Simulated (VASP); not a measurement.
```xyz
4
Lattice="1.5435 -2.6734 0.0000 1.5435 2.6734 0.0000 0.0000 0.0000 5.0247" Properties=species:S:1:pos:R:3 pbc="T T T"
Ga     1.5435    -0.8911     2.5125
Ga     1.5435     0.8911     0.0002
N      1.5435    -0.8911     4.4065
N      1.5435     0.8911     1.8941
```

Level of theory: PBEsol GGA, VASP's PBE PAW potentials (set 64) (plane waves; VASP). Numerical set-up: 600 eV cut-off, 8×8×4 Γ-centred mesh, Gaussian smearing of 0.050 eV, potentials Ga_d N.

**Question.** Give the stress tensor in GPa (positive for a compressed cell).

**Answer.** 
```
20.79   0.00   0.00
 0.00  20.79   0.00
 0.00   0.00  20.94
```
The pressure is its mean diagonal, 20.84 GPa.

The compound is GaN in the wurtzite structure. This cell was strained or had an atom moved on purpose.
